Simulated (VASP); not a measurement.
VASP runs on MoP (space group P-6m2) share one base input (PBEsol GGA, plane waves, VASP's PBE PAW potentials (set 64)) and change the settings named in each case.

INCAR:
```
SYSTEM=MoP
ISMEAR=1
ISIF=2   ! forces and stress, cell fixed
ALGO=Normal
GGA=PS   ! PBEsol
LREAL=.FALSE.   ! projection in real space or not
NELM=100   ! most electronic steps
EDIFF=1E-6
LCHARG=.FALSE.
LWAVE=.FALSE.
PREC=Accurate
LASPH=.TRUE.
ENCUT=300   ! plane-wave cut-off (eV)
SIGMA=0.1   ! width (eV)
LMAXMIX=4   ! l cut-off of mixed one-centre charges
```

POSCAR:
```
MoP
1
    3.3098060000     0.0000000000     0.0000000000
   -1.6549030000     2.8663760000     0.0000000000
    0.0000000000     0.0000000000     3.2561090000
Mo P
1 1
Direct
  0.0000000000   0.0000000000   0.0000000000
  0.3333330000   0.6666670000   0.5000000000
```

### KPOINTS
```
Automatic mesh
0
Gamma
11 11 10
0 0 0
```

POTCAR, in this order: Mo_sv P (PBE.64 set). Program: vasp_std.

```
change                                                   E(σ→0) (eV/atom)  pressure (GPa)  −TS (eV)
-------------------------------------------------------  ----------------  --------------  --------
base run                                                          -9.4507          -17.61   -0.0004
KPOINTS 9×9×8 Γ-centred mesh shifted by (0.5, 0.5, 0.5)           -9.4492          -17.56   -0.0002
GGA = RE, IVDW = 11                                               -9.0384          -17.96   -0.0003
KPOINTS 13×13×11 Γ-centred mesh                                   -9.4496          -17.62   -0.0007
KPOINTS 13×13×11 Γ-centred mesh                                   -9.4496          -17.62   -0.0007
SIGMA = 0.2                                                       -9.4508          -17.63    0.0011
```
 Energies of different potentials or functionals have different zeros.  At 300 eV the pressure can carry a Pulay error.

Left out are runs that ran out of time, are held back, or changed the cell or the kind of run, fixed moments of cells without a moment, rows past the twelfth, gaps on odd meshes, pressures of charged cells and columns that move by less than the noise.

The structure comes from a computed database's MoP entry; how it stands against other phases isn't given here. The cell was not relaxed at this level, its lattice was scaled by up to 2.5 %. The electron count is odd and the run is not spin-polarised, which forces a metal.
